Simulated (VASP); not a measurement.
## MgI2: relaxation of cell and atoms with PBEsol

The system is MgI2.

```
I Mg
1.0
     4.14000    0.00000    0.00000
    -2.07000    3.58535    0.00000
     0.00000    0.00000    6.88000
I Mg
2 1
Direct
  0.66667 0.33333 0.75000
  0.33333 0.66667 0.25000
  0.00000 0.00000 0.00000
```

```
Program                : VASP 6.6.1
Task                   : relaxation of cell and atoms
Functional             : PBEsol
Potentials or basis    : VASP PAW PBE potentials, release 64 (I, Mg)
Cutoff                 : 600 eV
k mesh                 : 8 × 8 × 4
Occupations            : gaussian, width 0.02 eV
Spin                   : no spin polarisation
Ladder                 : gaps
Further INCAR settings : ALGO = Normal; EDIFF = 1e-07; IBRION = 2; EDIFFG = -0.01; NSW = 60; ISIF = 3
```

```yaml
Relaxed_volume: 34.53 Å³/atom
Relaxed_cell: a = 4.127 Å, b = 4.127 Å, c = 7.024 Å, α = 90.00°, β = 90.00°, γ = 120.00°
Space_group_after_relaxing_to_0.05_Å: P-3m1 (No. 164)
Energy_gained_by_relaxing: 6.5 meV/atom
Ionic_steps: 13
Pressure_after_relaxing: 0.0 GPa
Largest_force_after_relaxing: 0.007 eV/Å
Band_gap_on_the_k_mesh: 3.53 eV, indirect (least direct gap 3.69 eV)
```

Forces on the atoms (eV/Å):
```
I    0.000  0.000  0.007
I    0.000  0.000 -0.007
Mg   0.000  0.000  0.000
```

The path:
```
step  energy change (eV)  largest force (eV/Å)  pressure (GPa)  volume (Å³)
   1              0.0000                0.2998           -0.84       102.12
   2             -0.0122                0.0985            0.15        99.49
   3             -0.0123                0.0922            0.17        99.41
   4             -0.0136                0.0772            0.14        99.79
   5             -0.0154                0.0408            0.04       100.71
   6             -0.0156                0.0261            0.01       101.09
   7             -0.0168                0.0212            0.00       101.45
   8             -0.0190                0.0095            0.02       102.50
   9             -0.0186                0.0077            0.10       104.56
  10             -0.0194                0.0024            0.06       103.49
  11             -0.0195                0.0015            0.05       103.36
  12             -0.0193                0.0247           -0.13       104.12
  13             -0.0195                0.0068            0.00       103.60
```

Final structure:
```
I Mg
1.0
     4.12689    0.00000    0.00000
    -2.06344    3.57399    0.00000
     0.00000    0.00000    7.02410
I Mg
2 1
Direct
  0.66667 0.33333 0.76219
  0.33333 0.66667 0.23781
  0.00000 0.00000 0.00000
```

Levels at points of the mesh, in eV from the valence-band top:
```csv
k point,band 6,band 7,band 8,band 9,band 10,band 11
"(0.00, 0.00, 0.00)",-0.07,0.00,0.00,3.69,4.75,6.73
"(0.50, 0.00, 0.00)",-1.31,-0.87,-0.43,3.63,5.27,5.45
"(0.00, 0.00, 0.50)",-0.29,-0.08,-0.08,4.65,4.82,6.59
"(0.50, 0.00, 0.50)",-1.18,-0.79,-0.62,3.54,5.15,5.55
```

It took 6.1 min on 1 thread of Intel(R) Xeon(R) Platinum 8488C (Sapphire Rapids), on a shared host, peak memory 0.31 GiB.

Caveat: the PAW data sets were made with another functional, which shifts forces and pressure a little; spin-orbit coupling is left out, which moves the levels of the heavy elements; this functional lacks dispersion, which binds the layers, so the pressure and a relaxed spacing across them are unreliable. A k mesh can miss the band edges.
